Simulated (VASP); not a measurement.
All values below come from MS2 meta-GGA, VASP's PBE PAW potentials (set 64) (plane waves; VASP 6.6.1).

VASP input:

**KPOINTS**
```
Automatic mesh
0
Gamma
6 6 6
0 0 0
```

### KPOINTS_OPT
```
k-points along high-symmetry lines
10
Line-mode
Reciprocal
  0.000000   0.000000   0.000000 ! GAMMA
  0.000000   0.500000   0.000000 ! X

  0.000000   0.500000   0.000000 ! X
  0.500000   0.500000   0.000000 ! M

  0.500000   0.500000   0.000000 ! M
  0.000000   0.000000   0.000000 ! GAMMA

  0.000000   0.000000   0.000000 ! GAMMA
  0.500000   0.500000   0.500000 ! R

  0.500000   0.500000   0.500000 ! R
  0.000000   0.500000   0.000000 ! X

  0.500000   0.500000   0.500000 ! R
  0.500000   0.500000   0.000000 ! M
```

POSCAR:
```
KTaO3
1
    3.9940537092    -0.0000000000     0.0000000000
    0.0000000000     3.9940537092    -0.0000000000
   -0.0000000000    -0.0000000000     3.9940537092
K Ta O
1 1 3
Direct
  0.0000000000   0.0000000000   0.0000000000
  0.5000000000   0.5000000000   0.5000000000
  0.5000000000   0.0000000000   0.5000000000
  0.0000000000   0.5000000000   0.5000000000
  0.5000000000   0.5000000000   0.0000000000
```

**INCAR**
```
PREC=Accurate
NEDOS=601
ISMEAR=-5   # tetrahedra, Bloechl
LREAL=.FALSE.   # projection in real space or not
LMIXTAU=.TRUE.
LWAVE=.FALSE.
LMAXMIX=6   # l cut-off of mixed one-centre charges
METAGGA=MS2
LCHARG=.FALSE.
SYSTEM=KTaO3
ENCUT=520
NELM=100   # most electronic steps
ALGO=Normal   # blocked Davidson
EDIFF=1E-7   # SCF stop (eV)
LORBIT=11   # lm-projected
LASPH=.TRUE.
ISIF=2   # forces and stress, cell fixed
LEFG=.TRUE.
```

POTCAR, in this order: K_sv Ta_pv O (PBE.64 set). Program: vasp_std.

Output of the run:

File OSZICAR:
```
       N       E                     dE             d eps       ncg     rms          rms(c)
DAV:   1     0.284071383751E+03    0.28407E+03   -0.20231E+04   920   0.159E+03
DAV:   2    -0.613053612137E+02   -0.34538E+03   -0.33987E+03  1140   0.434E+02
DAV:   3    -0.786510439756E+02   -0.17346E+02   -0.17264E+02  1225   0.964E+01
DAV:   4    -0.793502650956E+02   -0.69922E+00   -0.69606E+00  1557   0.152E+01
DAV:   5    -0.793578375730E+02   -0.75725E-02   -0.75696E-02  1077   0.148E+00    0.404E+01
DAV:   6    -0.370331107083E+02    0.42325E+02   -0.49337E+01  1187   0.654E+01    0.155E+01
DAV:   7    -0.418827721000E+02   -0.48497E+01   -0.12072E+01  1495   0.306E+01    0.766E+00
DAV:   8    -0.399510145821E+02    0.19318E+01   -0.10255E+01  1328   0.296E+01    0.293E+00
DAV:   9    -0.365957146379E+02    0.33553E+01   -0.30114E+00  1137   0.174E+01    0.165E+00
DAV:  10    -0.365601476539E+02    0.35567E-01   -0.10126E-01  1328   0.278E+00    0.120E+00
DAV:  11    -0.366752110458E+02   -0.11506E+00   -0.14771E-01  1272   0.344E+00    0.921E-01
DAV:  12    -0.364497360935E+02    0.22547E+00   -0.37065E-01  1104   0.631E+00    0.300E-01
DAV:  13    -0.365884385126E+02   -0.13870E+00   -0.80223E-02  1025   0.302E+00    0.235E-01
DAV:  14    -0.366054165625E+02   -0.16978E-01   -0.15517E-02  1274   0.120E+00    0.159E-01
DAV:  15    -0.366065676026E+02   -0.11510E-02   -0.46141E-03  1435   0.520E-01    0.113E-01
DAV:  16    -0.366066775084E+02   -0.10991E-03   -0.10390E-03  1422   0.305E-01    0.672E-02
DAV:  17    -0.366067449019E+02   -0.67393E-04   -0.92409E-05  1174   0.921E-02    0.448E-02
DAV:  18    -0.366066762550E+02    0.68647E-04   -0.73168E-04  1476   0.180E-01    0.390E-02
DAV:  19    -0.366066754622E+02    0.79283E-06   -0.11423E-05  1187   0.221E-02    0.414E-02
DAV:  20    -0.366066530848E+02    0.22377E-04   -0.18691E-05  1372   0.315E-02    0.270E-02
DAV:  21    -0.366066492698E+02    0.38149E-05   -0.12690E-05  1361   0.297E-02    0.718E-03
DAV:  22    -0.366066501091E+02   -0.83932E-06   -0.12243E-06  1475   0.916E-03    0.547E-03
DAV:  23    -0.366066496930E+02    0.41610E-06   -0.13682E-06  1032   0.113E-02    0.341E-03
DAV:  24    -0.366066497467E+02   -0.53691E-07   -0.22169E-07   761   0.520E-03
   1 F= -.36606650E+02 E0= -.36606650E+02  d E =0.000000E+00
       N       E                     dE             ncg
       N       E                     dE             ncg
       N       E                     dE             ncg
```

**OUTCAR**
```
------------------------ aborting loop because EDIFF is reached ----------------------------------------
  FORCE on cell =-STRESS in cart. coord.  units (eV):
  Direction    XX          YY          ZZ          XY          YZ          ZX
  --------------------------------------------------------------------------------------
  Total       -0.0026536     -0.0026536     -0.0026536     -0.0000000     -0.0000000      0.0000000
  in kB       -0.0667270     -0.0667270     -0.0667270     -0.0000000     -0.0000000      0.0000000
  external PRESSURE =      -0.0667270 kB  Pullay stress =       0.0000000 kB
  volume of cell :       63.72
      direct lattice vectors                 reciprocal lattice vectors
     3.994053709  0.000000000  0.000000000     0.250372196  0.000000000  0.000000000
     0.000000000  3.994053709  0.000000000     0.000000000  0.250372196  0.000000000
     0.000000000  0.000000000  3.994053709     0.000000000  0.000000000  0.250372196
 POSITION                                       TOTAL-FORCE (eV/Angst)
 -----------------------------------------------------------------------------------
      0.00000      0.00000      0.00000         0.000000      0.000000      0.000000
      1.99703      1.99703      1.99703         0.000000      0.000000      0.000000
      1.99703      0.00000      1.99703         0.000000      0.000000      0.000000
      0.00000      1.99703      1.99703         0.000000      0.000000      0.000000
      1.99703      1.99703      0.00000         0.000000      0.000000      0.000000
 -----------------------------------------------------------------------------------
    total drift:                                0.000000      0.000000     -0.000000
  FREE ENERGIE OF THE ION-ELECTRON SYSTEM (eV)
  ---------------------------------------------------
  free  energy   TOTEN  =       -36.6066497467 eV

  energy  without entropy=      -36.6066497467  energy(sigma->0) =      -36.60664975

 total charge

# of ion       s       p       d       tot
------------------------------------------
    1        1.968   5.625   0.041   7.634
    2        0.315   6.352   2.046   8.713
    3        1.590   3.533   0.000   5.123
    4        1.590   3.533   0.000   5.123
    5        1.590   3.533   0.000   5.123
--------------------------------------------------
tot          7.053  22.577   2.087  31.717

 Electric field gradients after diagonalization (V/A^2)
 (convention: |V_zz| > |V_xx| > |V_yy|)
----------------------------------------------------------------------
 ion       V_xx      V_yy      V_zz     asymmetry (V_yy - V_xx)/ V_zz
----------------------------------------------------------------------
   1      -0.000    -0.000    -0.000      -0.057
   2      -0.000     0.000    -0.000      -1.906
   3      -9.276    -9.276    18.552       0.000
   4      -9.276    -9.276    18.552       0.000
   5      -9.276    -9.276    18.552       0.000
```
(Selected blocks of OUTCAR.)

**OUTCAR**
```
 val. band max:        1.5126647966   @ k =   0.5000   0.5000   0.5000

 cond. band min:       3.8008098071   @ k =   0.0000   0.0000   0.0000


 Fermi energy:         1.5579959620

 k-point     1 :       0.0000    0.0000    0.0000
  band No.  band energies     occupation
      1     -32.5876      2.00000
      2     -32.5876      2.00000
      3     -32.5876      2.00000
      4     -27.2240      2.00000
      5     -17.2798      2.00000
      6     -16.6234      2.00000
      7     -16.6234      2.00000
      8      -9.6802      2.00000
      9      -9.6802      2.00000
     10      -9.6802      2.00000
     11      -0.9858      2.00000
     12      -0.9858      2.00000
     13      -0.9858      2.00000
     14       0.4433      2.00000
     15       0.4433      2.00000
     16       0.4433      2.00000
     17       0.8655      2.00000
     18       0.8655      2.00000
     19       0.8655      2.00000
     20       3.8008      0.00000
     21       3.8008      0.00000
     22       3.8008      0.00000
     23       8.5315      0.00000

 k-point     2 :       0.1667    0.0000    0.0000
  band No.  band energies     occupation
      1     -32.6177      2.00000
      2     -32.5866      2.00000
      3     -32.5866      2.00000
      4     -27.2176      2.00000
      5     -17.2085      2.00000
      6     -16.6183      2.00000
      7     -16.4619      2.00000
      8      -9.6711      2.00000
      9      -9.6711      2.00000
     10      -9.6522      2.00000
     11      -1.6709      2.00000
     12      -1.0113      2.00000
     13      -1.0113      2.00000
     14       0.0438      2.00000
     15       0.0438      2.00000
     16       0.2002      2.00000
     17       0.3259      2.00000
     18       0.7518      2.00000
     19       0.7518      2.00000
     20       3.8361      0.00000
     21       4.5967      0.00000
     22       4.5967      0.00000
     23       8.9205      0.00000

 k-point     3 :       0.3333    0.0000    0.0000
...
```

Unless said otherwise, spin-orbit coupling is left out, though it shifts the bands of the heavy elements here.

The compound is KTaO3 in the cubic perovskite structure. It was relaxed first.
